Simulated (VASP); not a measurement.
Ti2Si:

```
Ti Si
1.0
     3.89919    0.00000    0.00000
     0.00000    3.89919    0.00000
     0.00000    0.00000    3.40717
Ti Si
2 1
Cartesian
  0.0000 1.9496 0.0000
  1.9496 0.0000 0.0000
  0.0000 0.0000 0.0000
```

The cell was built by a generator and needn't be a form met in nature.

```yaml
Program: VASP 6.6.1
Task: relaxation of cell and atoms
Functional: PBE
Potentials_or_basis: VASP PAW PBE potentials, release 64 (Ti_sv, Si)
Cutoff: 520 eV
k_mesh: 5 × 5 × 6
Occupations: gaussian, width 0.15 eV
Spin: no spin polarisation
```

At the start: pressure 66.6 GPa; volume 17.27 Å³/atom.

**Question.** How do energy, volume and symmetry change on relaxing?

**Answer.** Over 17 steps the energy falls by 2605.9 meV/atom and the volume is 21.00 Å³/atom (+21.6 %); space group P4/mmm (No. 123, to 0.05 Å).

Step by step:
```
step  energy change (eV)  largest force (eV/Å)  pressure (GPa)  volume (Å³)
   1              0.0000                0.0000           66.61        51.80
   2             74.0683                0.0000          -71.96       116.97
   3             -6.4019                0.0000           -3.01        75.84
   4             -6.6231                0.0000           -4.40        76.96
   5             -6.6534                0.0000           -5.50        78.66
   6             -7.4402                0.0000           -5.62        71.07
   7             -2.8094                0.0000           47.46        47.18
   8             -6.0658                0.0000           -1.51        67.93
   9             -7.6798                0.0000           -4.00        67.17
  10             -7.1663                0.0000            4.88        57.33
  11             -7.7478                0.0000           -2.10        64.77
  12             -7.7784                0.0000           -2.17        64.37
  13             -7.8065                0.0000           -1.58        63.96
  14             -7.8116                0.0000            1.17        61.60
  15             -7.8165                0.0000            0.47        62.61
  16             -7.8165                0.0000            0.33        62.69
  17             -7.8178                0.0000           -0.09        63.00
```

Final structure:
```yaml
crystal:
  lattice:
    - [4.87333, 0.00000, 0.00000]
    - [0.00000, 4.87333, 0.00000]
    - [0.00000, 0.00000, 2.65252]
  atoms:
    - { symbol: Ti, position: [0.00000, 0.50000, 0.00000] }
    - { symbol: Ti, position: [0.50000, 0.00000, 0.00000] }
    - { symbol: Si, position: [0.00000, 0.00000, 0.00000] }
```

Caveat: the volume moved by over 15 % at a fixed basis, so the end points are rough.
